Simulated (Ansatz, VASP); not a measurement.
One calculation of LaC, two programs

POSCAR

```
LaC
1.0
    0.0000000000      2.7165836941      2.7165836941
    2.7165836941      0.0000000000      2.7165836941
    2.7165836941      2.7165836941      0.0000000000
La C
1 1
Direct
    0.5000000000      0.5000000000      0.5000000000
    0.0000000000      0.0000000000      0.0000000000
```

Contents of INCAR.step1:

```
  PREC = Accurate
  ENCUT = 520
  ISMEAR = 0
  SIGMA = 0.05
  LREAL = False
  LASPH = True
  NELM = 60
  NBANDS = 14
  GGA = PE
  ALGO = Normal
  EDIFF = 1E-4
  LWAVE = True
  LCHARG = False
```

File INCAR.step2:

```
  PREC = Accurate
  ENCUT = 520
  EDIFF = 1E-7
  ISMEAR = 0
  SIGMA = 0.05
  LREAL = False
  LASPH = True
  NELM = 60
  ALGO = Normal
  ISIF = 2
  LWAVE = False
  LCHARG = True
  METAGGA = R2SCAN
  LMIXTAU = True
  LELF = True
  LVHAR = True
  NBANDS = 14
  ISTART = 1
```

KPOINTS

```
regular mesh
0
Gamma
  12 12 12
```

Input for Ansatz:

```yaml
crystal:
  lattice:
    - [0.0, 2.7165836941, 2.7165836941]
    - [2.7165836941, 0.0, 2.7165836941]
    - [2.7165836941, 2.7165836941, 0.0]
  atoms:
    - { symbol: La, position: [0.5, 0.5, 0.5] }
    - { symbol: C, position: [0.0, 0.0, 0.0] }
basis:
  ecutwfc: 500
  ecutrho_ratio: 4
kpoints:
  mp_grid: { grid: [12, 12, 12] }
hamiltonian:
  xc: r2scan
scf:
  occupations: { method: gaussian, width: 0.05 }
output:
  forces: true
  stress: true
  eigenvalues: true
  populations: true
  hubbard: { sites: [{ species: La, l: f }] }
  write_density: true
  write_potential: true
  elf: true
  volumetric_format: npy
```

Alike in both runs: task single point; functional r2SCAN; k mesh 12 × 12 × 12; occupations gaussian, width 0.05 eV; no spin polarisation.

|  | VASP | Ansatz |
| --- | --- | --- |
| version | VASP 6.6.1 | Ansatz 0.2.0 |
| potentials or method | VASP PAW PBE potentials, release 64 (La, C) | scalar-relativistic, plane waves, PAW |
| plane-wave cutoff (eV) | 520 | 500 |
| valence electrons in the cell | 15 | 15 |

|  | VASP | Ansatz | Ansatz less VASP |
| --- | --- | --- | --- |
| gap on the k mesh at the Fermi level (eV) | none | none | - |
| pressure (GPa) | 0.4 | 0.5 | +0.13 |

A gap of «none» marks a metal or a gap that the smearing closes.

Caveats: the PAW data sets were made with another functional, which shifts forces and pressure a little (VASP). The runs have no spin-orbit coupling, so splittings on La are missing.
